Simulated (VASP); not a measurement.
Output of a VASP run:

File OSZICAR:
```
       N       E                     dE             d eps       ncg     rms          rms(c)
DAV:   1     0.250585884906E+03    0.25059E+03   -0.16291E+04   932   0.202E+03
DAV:   2     0.116164359216E+01   -0.24942E+03   -0.24222E+03   996   0.395E+02
DAV:   3    -0.237371086127E+02   -0.24899E+02   -0.24742E+02  1086   0.139E+02
DAV:   4    -0.241543491796E+02   -0.41724E+00   -0.41668E+00  1020   0.190E+01
DAV:   5    -0.241578938544E+02   -0.35447E-02   -0.35430E-02  1080   0.165E+00    0.149E+01
DAV:   6    -0.211154170866E+02    0.30425E+01   -0.10597E+01  1642   0.711E+01    0.947E+00
DAV:   7    -0.212256150698E+02   -0.11020E+00   -0.23318E+00   974   0.182E+01    0.555E+00
DAV:   8    -0.212197956861E+02    0.58194E-02   -0.83352E-01  1244   0.843E+00    0.178E+00
DAV:   9    -0.211581738563E+02    0.61622E-01   -0.17991E-01  1446   0.804E+00    0.347E-01
DAV:  10    -0.211609034189E+02   -0.27296E-02   -0.47607E-02   924   0.164E+00    0.993E-02
DAV:  11    -0.211608206868E+02    0.82732E-04   -0.83448E-04  1100   0.256E-01    0.284E-02
DAV:  12    -0.211608229877E+02   -0.23009E-05   -0.41430E-05  1066   0.140E-01    0.800E-03
DAV:  13    -0.211608256116E+02   -0.26239E-05   -0.97118E-06  1296   0.834E-02    0.130E-02
DAV:  14    -0.211608230515E+02    0.25601E-05   -0.40978E-06  1086   0.241E-02    0.466E-03
DAV:  15    -0.211608228474E+02    0.20410E-06   -0.15361E-06   476   0.113E-02
   1 F= -.21160823E+02 E0= -.21160823E+02  d E =-.187160E-12
```

### OUTCAR
```
------------------------ aborting loop because EDIFF is reached ----------------------------------------
  FORCE on cell =-STRESS in cart. coord.  units (eV):
  Direction    XX          YY          ZZ          XY          YZ          ZX
  --------------------------------------------------------------------------------------
  Total       -2.9855995     -2.9855987     -2.9529992      0.0000000      0.0000000      0.0000000
  in kB     -100.9230528   -100.9230283    -99.8210575      0.0000000      0.0000000      0.0000000
  external PRESSURE =    -100.5557129 kB  Pullay stress =       0.0000000 kB
  volume of cell :       47.40
      direct lattice vectors                 reciprocal lattice vectors
     3.237350000  0.000000000  0.000000000     0.308894621  0.178340414  0.000000000
    -1.618675000  2.803627000  0.000000000     0.000000000  0.356680828  0.000000000
     0.000000000  0.000000000  5.222060000     0.000000000  0.000000000  0.191495310
  FREE ENERGIE OF THE ION-ELECTRON SYSTEM (eV)
  ---------------------------------------------------
  free  energy   TOTEN  =       -21.1608228474 eV

  energy  without entropy=      -21.1608228474  energy(sigma->0) =      -21.16082285
```
(Selected blocks of OUTCAR.)

POSCAR:
```
ZnO
1
    3.2373500000     0.0000000000     0.0000000000
   -1.6186750000     2.8036270000     0.0000000000
    0.0000000000     0.0000000000     5.2220600000
Zn O
2 2
Direct
  0.6666670000   0.3333330000   0.5005900000
  0.3333330000   0.6666670000   0.0005900000
  0.6666670000   0.3333330000   0.8797200000
  0.3333330000   0.6666670000   0.3797200000
```

**Question.** Write an INCAR and KPOINTS that could have produced this output.

**Answer.** Several could match; the one computed here: the input of the run itself, LDA (Ceperley-Alder, Perdew-Zunger), plane waves, VASP's LDA PAW potentials (set 64).

**KPOINTS**
```
K-points
0
Gamma
6 6 4
0 0 0
```

**INCAR**
```
# general
SYSTEM  = ZnO
PREC    = Accurate
ENCUT   = 400   # plane-wave cut-off (eV)
LREAL   = .FALSE.   # projection in real space or not
LASPH   = .TRUE.   # aspherical one-centre terms

# electronic loop
EDIFF   = 1E-6
NELM    = 100   # most electronic steps
ALGO    = Normal
LMAXMIX = 4   # l cut-off of mixed one-centre charges

# smearing
ISMEAR  = -1
SIGMA   = 0.01

# ions
ISIF    = 2

# output
LWAVE   = .FALSE.
LCHARG  = .FALSE.
```

POTCAR, in this order: Zn O (LDA.64 set). Program: vasp_std.

At this cut-off the stress carries a Pulay error, which pulls relaxed volumes low.

The structure comes from a computed database's ZnO entry; how it stands against other phases isn't given here. The cell was not relaxed at this level. The run is one of a series of settings (GGA removed, POTCAR Zn O (LDA.64 set) against the base run), some of them coarse on purpose.
